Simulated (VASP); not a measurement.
Runs of VASP 6.6.1 on Al. It takes space group Fm-3m (No. 225, cubic). Conventional cell: a = 4.040 Å, b = 4.040 Å, c = 4.040 Å, α = 90.00°, β = 90.00°, γ = 90.00°. Around Al (site symmetry m-3m) lie 12 Al at 2.86 Å. The cell was built by a generator and needn't be a form met in nature.

```csv
level,potentials or basis,gap on the mesh (eV),pressure (GPa)
PBE,"VASP PAW PBE potentials, release 64 (Al)",none,(a)
LDA,"VASP PAW LDA potentials, release 64 (Al)",none,-3.2
PBEsol,"VASP PAW PBE potentials, release 64 (Al)",none,-1.5
r2SCAN,"VASP PAW PBE potentials, release 64 (Al)",none,-3.4
```

Alike in all rows: task single point; no spin polarisation; cell as given; k mesh 6 × 6 × 6; cutoff (eV) 400; smearing fermi-dirac 0.05 eV.

Fill in the values left out.

(a) -0.1.

Caveats: the PAW data sets were made with another functional, which shifts forces and pressure a little (some runs).

A k mesh can miss the band edges.

A gap of «none» marks a metal or a gap under the smearing width.

Not every run made on this cell is shown here.
